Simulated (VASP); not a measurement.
Input for VASP

INCAR:
```
ALGO  =  Normal
LREAL  =  .False.
IBRION  =  2   # conjugate gradients
SIGMA  =  0.05   # width (eV)
NSW  =  40   # most ionic steps
EDIFFG  =  -0.01   # ionic stop
LASPH  =  .True.   # aspherical one-centre terms
ENCUT  =  600   # plane-wave cut-off (eV)
GGA  =  PE
SYSTEM  =  BN
NELM  =  100
EDIFF  =  1E-7
LWAVE  =  .False.
ISMEAR  =  0   # Gaussian
PREC  =  Accurate
LCHARG  =  .False.
ISIF  =  3   # ions, shape and volume
PSTRESS  =  50   # kbar
```

### POSCAR
```
BN
1
    1.2716461124    -2.2025558982    -0.0000000000
    1.2716461124     2.2025558982    -0.0000000000
    0.0000000000     0.0000000000     4.2060395857
B N
2 2
Direct
  0.6666670000   0.3333330000   0.5002505897
  0.3333330000   0.6666670000   0.0002505897
  0.6666670000   0.3333330000   0.8747494103
  0.3333330000   0.6666670000   0.3747494103
```

### KPOINTS
```
Automatic mesh
0
Gamma
10 10 6
0 0 0
```

POTCAR, in this order: B N (PBE.64 set). Program: vasp_std.

Problem. Write an equivalent input for Ansatz.

Solution. One equivalent input (not run):
Ansatz 0.2 input:
```yaml
crystal:
  lattice:
    - [1.2716461, -2.2025559, 0.0000000]
    - [1.2716461, 2.2025559, 0.0000000]
    - [0.0000000, 0.0000000, 4.2060396]
  atoms:
    - { symbol: B, position: [0.6666670, 0.3333330, 0.5002506] }
    - { symbol: B, position: [0.3333330, 0.6666670, 0.0002506] }
    - { symbol: N, position: [0.6666670, 0.3333330, 0.8747494] }
    - { symbol: N, position: [0.3333330, 0.6666670, 0.3747494] }
kpoints:
  mp_grid: { grid: [10, 10, 6] }
hamiltonian:
  xc: pbe
  pseudopotentials: { kind: paw }
scf:
  occupations: { method: gaussian, width: 0.05 }
  max_iter: 100
relax:
  max_steps: 40
  f_tol: 0.01
  cell: { p_target: 5 }
output: { forces: true, stress: true, eigenvalues: true }
```
What does not carry over: each code has its own PAW files, so the cut-off isn't converted (ENCUT is set for VASP's; basis.ecutwfc is left out, and Ansatz then takes the one that its files recommend); Ansatz stops its SCF on the density residual and VASP on the energy change (EDIFF).

The compound is BN in the wurtzite structure, a metastable high-pressure form. It was relaxed first under an external pressure of 5 GPa.
